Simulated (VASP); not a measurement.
Output of a VASP run:

File OUTCAR:
```
 ion  position               nearest neighbor table
   1  0.333  0.667  0.250-   2 2.73   2 2.73   2 2.73   2 2.73   2 2.73   2 2.73
   2  0.667  0.333  0.750-   1 2.73   1 2.73   1 2.73   1 2.73   1 2.73   1 2.73
  LATTYP: Found a hexagonal cell.
 ALAT       =     2.7462590000
 C/A-ratio  =     1.6177323406
 Subroutine PRICEL returns:
 Original cell was already a primitive cell.
 Subroutine GETGRP returns: Found 24 space group operations
The static configuration has the point symmetry D_3d.
 The point group associated with its full space group is D_6h.
The dynamic configuration has the point symmetry D_3d.
 Subroutine INISYM returns: Found 24 space group operations
 Subroutine IBZKPT returns following result:
 Found    120 irreducible k-points:

 Following reciprocal coordinates:
            Coordinates               Weight
  0.000000  0.000000  0.000000      1.000000
  0.071429 -0.000000  0.000000      6.000000
  0.142857 -0.000000  0.000000      6.000000
  0.214286 -0.000000  0.000000      6.000000
  0.285714 -0.000000  0.000000      6.000000
  0.357143 -0.000000  0.000000      6.000000
  0.428571 -0.000000  0.000000      6.000000
  0.500000 -0.000000  0.000000      3.000000
  0.071429  0.071429  0.000000      6.000000
  0.142857  0.071429  0.000000     12.000000
  0.214286  0.071429  0.000000     12.000000
  0.285714  0.071429  0.000000     12.000000
  0.357143  0.071429  0.000000     12.000000
  0.428571  0.071429  0.000000     12.000000
  0.142857  0.142857  0.000000      6.000000
  0.214286  0.142857  0.000000     12.000000
  0.285714  0.142857  0.000000     12.000000
  0.357143  0.142857  0.000000     12.000000
  0.428571  0.142857  0.000000      6.000000
  0.214286  0.214286  0.000000      6.000000
  0.285714  0.214286  0.000000     12.000000
  0.357143  0.214286  0.000000     12.000000
  0.285714  0.285714  0.000000      6.000000
  0.357143  0.285714  0.000000      6.000000
  0.000000  0.000000  0.125000      2.000000
  0.071429 -0.000000  0.125000     12.000000
  0.142857 -0.000000  0.125000     12.000000
  0.214286 -0.000000  0.125000     12.000000
  0.285714 -0.000000  0.125000     12.000000
  0.357143 -0.000000  0.125000     12.000000
  0.428571 -0.000000  0.125000     12.000000
  0.500000 -0.000000  0.125000      6.000000
  0.071429  0.071429  0.125000     12.000000
  0.142857  0.071429  0.125000     24.000000
  0.214286  0.071429  0.125000     24.000000
  0.285714  0.071429  0.125000     24.000000
  0.357143  0.071429  0.125000     24.000000
  0.428571  0.071429  0.125000     24.000000
  0.142857  0.142857  0.125000     12.000000
  0.214286  0.142857  0.125000     24.000000
   k-points           NKPTS =    120   k-points in BZ     NKDIM =    120   number of bands    NBANDS=     11
   number of dos      NEDOS =    301   number of ions     NIONS =      2
   total plane-waves  NPLWV =   7168
   dimension x,y,z NGX =    16 NGY =   16 NGZ =   28
   dimension x,y,z NGXF=    32 NGYF=   32 NGZF=   56
   ions per type =               2
   PREC   = accura    normal or accurate (medium, high low for compatibility)
   ISTART =      0    job   : 0-new  1-cont  2-samecut
   ICHARG =      2    charge: 1-file 2-atom 10-const
   ISPIN  =      1    spin polarized calculation?
   LNONCOLLINEAR =      F non collinear calculations
   LSORBIT =      F    spin-orbit coupling
   INIWAV =      1    electr: 0-lowe 1-rand  2-diag
   ENCUT  =  300.0 eV  22.05 Ry    4.70 a.u.   3.88  3.88  6.27*2*pi/ulx,y,z
   NELM   =    100;   NELMIN=  2; NELMDL= -5     # of ELM steps
   EDIFF  = 0.1E-05   stopping-criterion for ELM
   LREAL  =      F    real-space projection
   NLSPLINE    = F    spline interpolate recip. space projectors
   LMAXMIX     =    6 max onsite mixed and CHGCAR
   VOSKOWN=      0    Vosko Wilk Nusair interpolation
   EDIFFG = 0.1E-04   stopping-criterion for IOM
   NSW    =      0    number of steps for IOM
...
```

**OSZICAR**
```
       N       E                     dE             d eps       ncg     rms          rms(c)
DAV:   1     0.908364349638E+01    0.90836E+01   -0.54530E+03  5266   0.128E+03
DAV:   2    -0.235584384475E+02   -0.32642E+02   -0.28400E+02  4658   0.311E+02
DAV:   3    -0.260716406714E+02   -0.25132E+01   -0.20706E+01  4861   0.875E+01
DAV:   4    -0.261896870133E+02   -0.11805E+00   -0.10750E+00  4621   0.139E+01
DAV:   5    -0.261949514748E+02   -0.52645E-02   -0.48409E-02  4583   0.158E+00    0.453E+01
DAV:   6    -0.251766324042E+02    0.10183E+01   -0.94465E-01  4911   0.271E+01    0.192E+01
DAV:   7    -0.248110827105E+02    0.36555E+00   -0.72959E-01  5063   0.229E+01    0.632E-01
DAV:   8    -0.247983591033E+02    0.12724E-01   -0.98094E-03  5064   0.108E+00    0.190E-01
DAV:   9    -0.247976215753E+02    0.73753E-03   -0.52006E-04  5062   0.222E-01    0.370E-02
DAV:  10    -0.247976258345E+02   -0.42592E-05   -0.44087E-05  4338   0.520E-02    0.530E-03
DAV:  11    -0.247976244662E+02    0.13683E-05   -0.33639E-07  2482   0.170E-02    0.466E-03
DAV:  12    -0.247976232862E+02    0.11800E-05   -0.14785E-07  2280   0.121E-02    0.422E-03
DAV:  13    -0.247976231277E+02    0.15853E-06   -0.92422E-08  2127   0.123E-02
   1 F= -.24797623E+02 E0= -.24790880E+02  d E =-.134856E-01
```

### OUTCAR
```
------------------------ aborting loop because EDIFF is reached ----------------------------------------
  FORCE on cell =-STRESS in cart. coord.  units (eV):
  Direction    XX          YY          ZZ          XY          YZ          ZX
  --------------------------------------------------------------------------------------
  Total        1.7287272      1.7287286      1.6991904     -0.0000004      0.0000000      0.0000000
  in kB       95.4498179     95.4498934     93.8189715     -0.0000201      0.0000000      0.0000000
  external PRESSURE =      94.9062276 kB  Pullay stress =       0.0000000 kB
  volume of cell :       29.02
      direct lattice vectors                 reciprocal lattice vectors
     2.746259000  0.000000000  0.000000000     0.364131715  0.210231537  0.000000000
    -1.373130000  2.378331000  0.000000000     0.000000000  0.420462921  0.000000000
     0.000000000  0.000000000  4.442712000     0.000000000  0.000000000  0.225087739
 POSITION                                       TOTAL-FORCE (eV/Angst)
 -----------------------------------------------------------------------------------
     -0.00000      1.58555      1.11068        -0.000000      0.000000      0.000000
      1.37313      0.79278      3.33203         0.000000     -0.000000      0.000000
 -----------------------------------------------------------------------------------
    total drift:                               -0.000006      0.000003     -0.000016
  FREE ENERGIE OF THE ION-ELECTRON SYSTEM (eV)
  ---------------------------------------------------
  free  energy   TOTEN  =       -24.7976231277 eV

  energy  without entropy=      -24.7841375119  energy(sigma->0) =      -24.79088032
```
(Selected blocks of OUTCAR.)

**POSCAR**
```
Re
1
    2.7462590000     0.0000000000     0.0000000000
   -1.3731300000     2.3783310000     0.0000000000
    0.0000000000     0.0000000000     4.4427120000
Re
2
Direct
  0.3333330000   0.6666670000   0.2500000000
  0.6666670000   0.3333330000   0.7500000000
```

Question: Write an INCAR and KPOINTS that could have produced this output.

Answer: This is not unique; one that fits is the input of the run itself, PBE GGA, plane waves, VASP's PBE PAW potentials (set 64).

**INCAR**
```
! general
SYSTEM =Re
PREC   =Accurate
ENCUT  =300
LREAL  =.FALSE.
LASPH  =.TRUE.

! electronic loop
EDIFF  =1E-6
NELM   =100
ALGO   =Normal
LMAXMIX=6

! smearing
ISMEAR =0
SIGMA  =0.136

! functional
GGA    =PE

! ions
ISIF   =2

! output
LWAVE  =.FALSE.
LCHARG =.FALSE.
```

KPOINTS:
```
Automatic mesh
0
Gamma
14 14 8
0 0 0
```

POTCAR, in this order: Re (PBE.64 set). Program: vasp_std.

At this cut-off the stress carries a Pulay error, which pulls relaxed volumes low.

The structure comes from a computed database's Re entry; how it stands against other phases isn't given here. The cell was not relaxed at this level.
